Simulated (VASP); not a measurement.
Input:

```
Te
1.0
    2.24186    -3.88302     0.00000
    2.24186     3.88302     0.00000
    0.00000     0.00000     6.13500
Te
3
Direct
  0.00000   0.27812   0.66667
  0.72188   0.72188   0.00000
  0.27812   0.00000   0.33333
```

Calculation: rev-vdW-DF2, VASP's PBE PAW potentials (set 64) (plane waves; VASP 6.6.1). Settings: 520 eV cut-off, 6×6×4 Γ-centred mesh, Gaussian smearing of 0.050 eV, potentials Te.

Q: The ions and cell shape at fixed volume are relaxed. Give the cell that the relaxation ends in.

A: 
```
Te
1.0
    2.27024    -3.93217     0.00000
    2.27024     3.93217     0.00000
    0.00000     0.00000     5.98261
Te
3
Direct
  0.00000   0.26843   0.66667
  0.73157   0.73157   0.00000
  0.26843   0.00000   0.33333
```
Space group P3_121 (152), at a tolerance of 0.03 Å.

Q: How much energy does the relaxation gain?

A: The energy (σ→0) changes by -8.4 meV/atom, in 7 ionic steps.

| step | E(σ→0) (eV) | max force (eV/Å) | pressure (GPa) | volume (Å³) |
|---|---|---|---|---|
| 1 | -4.4573 | 0.214 | -2.52 | 106.81 |
| 2 | -4.4685 | 0.172 | -2.22 | 106.81 |
| 3 | -4.4818 | 0.044 | -1.40 | 106.81 |
| 4 | -4.4819 | 0.028 | -1.31 | 106.81 |
| 5 | -4.4819 | 0.032 | -1.34 | 106.81 |
| 6 | -4.4822 | 0.021 | -1.31 | 106.81 |
| 7 | -4.4824 | 0.003 | -1.28 | 106.81 |

The compound is Te in the trig structure. This cell is one point of a volume scan, at 1.06 of the reference volume. Symmetry was kept, so distortions that lower it aren't found.
